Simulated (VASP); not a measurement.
Data:

```yaml
crystal:
  lattice:
    - [7.24888, 0.00000, 0.00000]
    - [0.00000, 7.24888, 0.00000]
    - [0.00000, 0.00000, 7.24888]
  atoms:
    - { symbol: B, position: [0.50014, 0.99959, 0.99972] }
    - { symbol: B, position: [0.75083, 0.24885, 0.99945] }
    - { symbol: B, position: [0.75078, 0.99937, 0.24902] }
    - { symbol: B, position: [0.00016, 0.99956, 0.99969] }
    - { symbol: B, position: [0.24935, 0.24889, 0.99998] }
    - { symbol: B, position: [0.50010, 0.49954, 0.99970] }
    - { symbol: B, position: [0.75082, 0.75034, 0.99997] }
    - { symbol: B, position: [0.24934, 0.99989, 0.24897] }
    - { symbol: B, position: [0.49981, 0.24482, 0.24487] }
    - { symbol: B, position: [0.75485, 0.49988, 0.24493] }
    - { symbol: B, position: [0.50009, 0.99956, 0.49971] }
    - { symbol: B, position: [0.75483, 0.24487, 0.50000] }
    - { symbol: B, position: [0.75083, 0.99983, 0.75048] }
    - { symbol: B, position: [0.00007, 0.49958, 0.99965] }
    - { symbol: B, position: [0.24933, 0.75035, 0.99942] }
    - { symbol: B, position: [0.00031, 0.24890, 0.24898] }
    - { symbol: B, position: [0.24523, 0.49939, 0.24486] }
    - { symbol: B, position: [0.50028, 0.75435, 0.24491] }
    - { symbol: B, position: [0.00006, 0.99957, 0.49971] }
    - { symbol: B, position: [0.24527, 0.24483, 0.49941] }
    - { symbol: B, position: [0.75482, 0.75436, 0.49947] }
    - { symbol: B, position: [0.24938, 0.99937, 0.75042] }
    - { symbol: B, position: [0.50034, 0.24480, 0.75451] }
    - { symbol: B, position: [0.75482, 0.49936, 0.75449] }
    - { symbol: B, position: [0.99981, 0.75036, 0.24896] }
    - { symbol: B, position: [0.00009, 0.49959, 0.49967] }
    - { symbol: B, position: [0.24525, 0.75441, 0.49994] }
    - { symbol: B, position: [0.99982, 0.24886, 0.75042] }
    - { symbol: B, position: [0.24531, 0.49985, 0.75448] }
    - { symbol: B, position: [0.49983, 0.75436, 0.75448] }
    - { symbol: B, position: [0.00035, 0.75034, 0.75047] }
    - { symbol: N, position: [0.62519, 0.12313, 0.12322] }
    - { symbol: N, position: [0.87654, 0.37451, 0.12320] }
    - { symbol: N, position: [0.87652, 0.12314, 0.37465] }
    - { symbol: N, position: [0.12497, 0.12449, 0.12458] }
    - { symbol: N, position: [0.37491, 0.37449, 0.12438] }
    - { symbol: N, position: [0.62520, 0.62476, 0.12438] }
    - { symbol: N, position: [0.87522, 0.87473, 0.12459] }
    - { symbol: N, position: [0.37494, 0.12429, 0.37454] }
    - { symbol: N, position: [0.63457, 0.36509, 0.36514] }
    - { symbol: N, position: [0.87540, 0.62475, 0.37457] }
    - { symbol: N, position: [0.62520, 0.12428, 0.62488] }
    - { symbol: N, position: [0.87536, 0.37446, 0.62486] }
    - { symbol: N, position: [0.87524, 0.12444, 0.87483] }
    - { symbol: N, position: [0.12357, 0.62474, 0.12317] }
    - { symbol: N, position: [0.37496, 0.87608, 0.12321] }
    - { symbol: N, position: [0.12477, 0.37450, 0.37453] }
    - { symbol: N, position: [0.36544, 0.63418, 0.36513] }
    - { symbol: N, position: [0.62521, 0.87489, 0.37457] }
    - { symbol: N, position: [0.12363, 0.12311, 0.62479] }
    - { symbol: N, position: [0.36552, 0.36505, 0.63426] }
    - { symbol: N, position: [0.63457, 0.63412, 0.63424] }
    - { symbol: N, position: [0.87657, 0.87603, 0.62484] }
    - { symbol: N, position: [0.37500, 0.12313, 0.87621] }
    - { symbol: N, position: [0.62522, 0.37444, 0.87501] }
    - { symbol: N, position: [0.87655, 0.62471, 0.87616] }
    - { symbol: N, position: [0.12357, 0.87608, 0.37460] }
    - { symbol: N, position: [0.12477, 0.62475, 0.62484] }
    - { symbol: N, position: [0.37494, 0.87492, 0.62484] }
    - { symbol: N, position: [0.12361, 0.37448, 0.87614] }
    - { symbol: N, position: [0.37494, 0.62472, 0.87500] }
    - { symbol: N, position: [0.62521, 0.87605, 0.87618] }
    - { symbol: N, position: [0.12501, 0.87471, 0.87478] }
    - { symbol: Si, position: [0.50004, 0.49963, 0.49966] }
```
Cell charge +1.

All values below come from HSE06 screened hybrid, VASP's PBE PAW potentials (set 64) (plane waves; VASP 6.6.1). Numerical set-up: PREC = Normal, LREAL = Auto, ISYM = 0, NELECT = 256.0, EDIFF = 1E-5, 400 eV cut-off, 1×1×1 Γ-centred mesh, Gaussian smearing of 0.050 eV, potentials B N Si.

The cell is charged, with a uniform compensating background. The supercell is sampled at Γ alone, which is coarse: total energies, pressure and levels can be off, energies of defects by several tenths of an eV.

### Question
What does the run give for the energy per atom (σ→0)?

### Answer

| Quantity | Value |
|---|---|
| energy per atom (σ→0) | -10.257 eV/atom |

The absolute energy has meaning only against runs of the same code, potentials and settings.

The cell is a supercell with a defect, built from BN (zinc blende): Si_B, charge +1. The cell's shape comes from a PBE relaxation. The run is not spin-polarised, so no state with unpaired spins was tried.
